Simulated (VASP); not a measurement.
These are LDA (Ceperley-Alder, Perdew-Zunger), VASP's LDA PAW potentials (set 64) (plane waves; VASP) values and carry that method's errors.

VASP ran on this input.

**INCAR**
```
SIGMA = 0.1   # width (eV)
LASPH = T   # aspherical one-centre terms
EDIFFG = -0.01   # ionic stop
IBRION = 2
NSW = 60
SYSTEM = Pt
ISIF = 3   # ions, shape and volume
LMAXMIX = 6
ISMEAR = 1
LREAL = F   # projection in real space or not
ENCUT = 400   # plane-wave cut-off (eV)
ALGO = Normal   # blocked Davidson
LCHARG = F
LWAVE = F
PREC = Accurate
EDIFF = 1E-6   # SCF stop (eV)
NELM = 100
```

POSCAR:
```
Pt
1.0
  0.0000000000   1.9483199451   1.9483199451
  1.9483199451   0.0000000000   1.9483199451
  1.9483199451   1.9483199451   0.0000000000
Pt
1
Direct
  0.0000000000   1.0000000000   1.0000000000
```

### KPOINTS
```
Automatic mesh
0
Gamma
14 14 14
0 0 0
```

POTCAR, in this order: Pt (LDA.64 set). Program: vasp_std.

Output

File OSZICAR:
```
       N       E                     dE             d eps       ncg     rms          rms(c)
DAV:   1     0.237728944822E+02    0.23773E+02   -0.47203E+03  2200   0.818E+02
DAV:   2    -0.766636004112E+01   -0.31439E+02   -0.29289E+02  1981   0.156E+02
DAV:   3    -0.794680652335E+01   -0.28045E+00   -0.27636E+00  2282   0.148E+01
DAV:   4    -0.794755920646E+01   -0.75268E-03   -0.75264E-03  2073   0.815E-01
DAV:   5    -0.794756479516E+01   -0.55887E-05   -0.55876E-05  2132   0.648E-02    0.140E+01
DAV:   6    -0.756421746695E+01    0.38335E+00   -0.98968E-01  1910   0.899E+00    0.720E+00
DAV:   7    -0.751795384973E+01    0.46264E-01   -0.16061E-01  1998   0.346E+00    0.261E+00
DAV:   8    -0.751318181301E+01    0.47720E-02   -0.50361E-03  2005   0.760E-01    0.473E-01
DAV:   9    -0.751307182908E+01    0.10998E-03   -0.43677E-05  1972   0.728E-02    0.255E-02
DAV:  10    -0.751307392056E+01   -0.20915E-05   -0.16371E-06  2099   0.992E-03    0.223E-03
DAV:  11    -0.751307394199E+01   -0.21436E-07   -0.38671E-08  1028   0.207E-03
   1 F= -.75130739E+01 E0= -.75132097E+01  d E =-.751307E+01
       N       E                     dE             d eps       ncg     rms          rms(c)
DAV:   1    -0.751337028509E+01   -0.29636E-03   -0.77980E-03  1916   0.949E-01    0.132E-01
DAV:   2    -0.751306267243E+01    0.30761E-03   -0.91440E-04  1885   0.270E-01    0.522E-02
DAV:   3    -0.751304354867E+01    0.19124E-04   -0.95303E-05  1982   0.822E-02    0.263E-02
DAV:   4    -0.751304439717E+01   -0.84850E-06   -0.34390E-06  2071   0.135E-02
   2 F= -.75130444E+01 E0= -.75131792E+01  d E =0.295448E-04
       N       E                     dE             d eps       ncg     rms          rms(c)
DAV:   1    -0.751326201316E+01   -0.21846E-03   -0.44308E-03  1906   0.715E-01    0.988E-02
DAV:   2    -0.751308773360E+01    0.17428E-03   -0.51918E-04  1884   0.204E-01    0.395E-02
DAV:   3    -0.751307667048E+01    0.11063E-04   -0.53656E-05  1942   0.617E-02    0.201E-02
DAV:   4    -0.751307699756E+01   -0.32707E-06   -0.18658E-06  2005   0.999E-03
   3 F= -.75130770E+01 E0= -.75132125E+01  d E =-.305557E-05
```

OUTCAR:
```
------------------------ aborting loop because EDIFF is reached ----------------------------------------
  FORCE on cell =-STRESS in cart. coord.  units (eV):
  Direction    XX          YY          ZZ          XY          YZ          ZX
  --------------------------------------------------------------------------------------
  Total        0.0021733      0.0021733      0.0021733      0.0000000      0.0000000     -0.0000000
  in kB        0.2355231      0.2355231      0.2355231      0.0000000      0.0000000     -0.0000000
  external PRESSURE =       0.2355231 kB  Pullay stress =       0.0000000 kB
  volume of cell :       14.78
      direct lattice vectors                 reciprocal lattice vectors
    -0.000000000  1.948002400  1.948002400    -0.256673195  0.256673195  0.256673195
     1.948002400  0.000000000  1.948002400     0.256673195 -0.256673195  0.256673195
     1.948002400  1.948002400 -0.000000000     0.256673195  0.256673195 -0.256673195
 POSITION                                       TOTAL-FORCE (eV/Angst)
 -----------------------------------------------------------------------------------
      0.00000      0.00000      0.00000         0.000000     -0.000000     -0.000000
 -----------------------------------------------------------------------------------
    total drift:                                0.000000      0.000000      0.000000
  FREE ENERGIE OF THE ION-ELECTRON SYSTEM (eV)
  ---------------------------------------------------
  free  energy   TOTEN  =        -7.5130769976 eV

  energy  without entropy=       -7.5134835373  energy(sigma->0) =       -7.51321251

 reached required accuracy - stopping structural energy minimisation
```
(Selected blocks of OUTCAR.)

File CONTCAR:
```
Pt
   1.00000000000000
    -0.0000000000000000    1.9480024004045515    1.9480024004045515
     1.9480024004045515    0.0000000000000000    1.9480024004045515
     1.9480024004045515    1.9480024004045515   -0.0000000000000000
  Pt
     1
Direct
     0.0000000000000000    0.0000000000000000    0.0000000000000000
```

The structure comes from a computed database's Pt entry (Fm-3m); how it stands against other phases isn't given here. This run relaxes it. Symmetry was kept, so distortions that lower it aren't found. The start is the result of an earlier pass.
